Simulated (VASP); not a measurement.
Input:

```yaml
crystal:
  lattice:
    - [0.00000, 3.08739, 3.08739]
    - [3.08739, 0.00000, 3.08739]
    - [3.08739, 3.08739, 0.00000]
  atoms:
    - { symbol: Pb, position: [0.00000, 0.00000, 0.00000] }
    - { symbol: Se, position: [0.50000, 0.50000, 0.50000] }
```

Calculation: r2SCAN meta-GGA, VASP's PBE PAW potentials (set 64) (plane waves; VASP 6.6.1). Run with 480 eV cut-off, 8×8×8 Γ-centred mesh, Gaussian smearing of 0.050 eV, potentials Pb_d Se.

Unless said otherwise, spin-orbit coupling is left out, though it shifts the bands of the heavy elements here.

Problem. Predict the energy per atom (σ→0), band gap (on the k-mesh) with the smallest direct gap where there is one.

Solution. 
The band gap (on the k-mesh) is 0.67 eV, the smallest direct gap (on the k-mesh) comes out as 0.67 eV and the energy per atom (σ→0) comes out as -35.970 eV/atom.

Total energies compare only between runs with the same potentials, cut-off and functional.

The compound is PbSe in the rock salt structure. It was relaxed first.
